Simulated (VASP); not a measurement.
A convergence study with VASP on C (graphite): one setting is varied, all else stays as given below, so the limit is that of these other settings.

```yaml
crystal:
  lattice:
    - [1.23000, -2.13042, 0.00000]
    - [1.23000, 2.13042, 0.00000]
    - [0.00000, 0.00000, 6.71000]
  atoms:
    - { symbol: C, position: [0.00000, 0.00000, 0.25000] }
    - { symbol: C, position: [0.00000, 0.00000, 0.75000] }
    - { symbol: C, position: [0.33333, 0.66667, 0.25000] }
    - { symbol: C, position: [0.66667, 0.33333, 0.75000] }
```

Level of theory: PBE GGA, VASP's PBE PAW potentials (set 64) (plane waves; VASP 6.6.1). The tightest run used: 700 eV cut-off, 20×20×6 Monkhorst-Pack mesh, first-order Methfessel-Paxton smearing of 0.10 eV, potentials C.

| setting | E (eV/atom) | pressure (GPa) | irreducible k-points |
|---|---|---|---|
| 1×1×1 mesh | -5.7007 | 30.26 | 1 |
| 2×2×1 mesh | -9.5442 | -0.44 | 2 |
| 3×3×1 mesh | -8.9670 | 5.31 | 3 |
| 4×4×1 mesh | -9.1920 | 3.89 | 6 |
| 5×5×2 mesh | -9.2086 | 3.04 | 5 |

Problem. These are the cheaper rows. Estimate the results at 20×20×6 mesh, and how far the last row shown lies from them.

Solution. 
| quantity | tightest run | last row shown is off by |
|---|---|---|
| E (eV/atom) | -9.2176 | 0.0091 |
| pressure (GPa) | 2.97 | 0.07 |

Left out are rungs that failed or repeat a setting and relaxations that didn't move; long series are thinned to 24 rows.

The compound is C in the graphite structure. The cell was not relaxed at this level.
